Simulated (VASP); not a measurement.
## FeSi (relaxed from the WC structure, space group P-6m2): computed properties

The numbers are results of r2SCAN meta-GGA, VASP's PBE PAW potentials (set 64) (plane waves; VASP), not measurements.

- space group = P-6m2 (187)
- cell = a = b = 2.826 Å, c = 3.410 Å, α = β = 90.00°, γ = 120.00°
- volume per atom = 11.79 Å³/atom
- band gap (over mesh and band path) = none (metal, semimetal or under 0.01 eV)
- cell moment = 1.73 μB
- density = 5.91 g/cm³

```yaml
crystal:
  lattice:
    - [2.82558, 0.00000, 0.00000]
    - [-1.41279, 2.44702, 0.00000]
    - [0.00000, 0.00000, 3.40968]
  atoms:
    - { symbol: Fe, position: [0.00000, 0.00000, 0.00000], spin: 1.9 }
    - { symbol: Si, position: [0.66667, 0.33333, 0.50000] }
```

The structure was generated: FeSi was put into the WC type (P-6m2), which need not be its known phase. It was relaxed first, which changed the volume by -12 %. Symmetry was kept, so distortions that lower it aren't found.
